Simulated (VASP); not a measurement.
```
WGe2
1.0
   -3.41318     3.41318     2.74637
    3.41318    -3.41318     2.74637
    3.41318     3.41318    -2.74637
Ge W
4 2
Direct
  0.15800   0.65800   0.81600
  0.34200   0.15800   0.50000
  0.65800   0.84200   0.50000
  0.84200   0.34200   0.18400
  0.75000   0.75000   0.00000
  0.25000   0.25000   0.00000
```

The numbers are results of PBE GGA, VASP's PBE PAW potentials (set 64) (plane waves; VASP 6.6.1), not measurements. Run with 300 eV cut-off, 3×3×3 Γ-centred mesh, Gaussian smearing of 0.10 eV, potentials Ge_d W_sv.

At this cut-off the stress carries a Pulay error, which pulls relaxed volumes low. Unless said otherwise, spin-orbit coupling is left out, though it shifts the bands of the heavy elements here.

**Question.** Predict the energy per atom (σ→0), pressure, largest force, band gap (on the k-mesh) with the smallest direct gap where there is one.

**Answer.** 
| Item | Value |
|---|---|
| band gap (on the k-mesh) | none (metal, semimetal or under 0.01 eV) |
| energy per atom (σ→0) | -6.846 eV/atom |
| pressure | -20.15 GPa |
| largest force | 0.423 eV/Å |

The absolute energy has meaning only against runs of the same code, potentials and settings.

The structure was generated: Ge2W was put into an ordered model structure, which need not be its known phase. The cell was not relaxed at this level. The k-mesh is coarse (spacing up to 0.49 per Å, 2π included), so the numbers may not be converged in it.
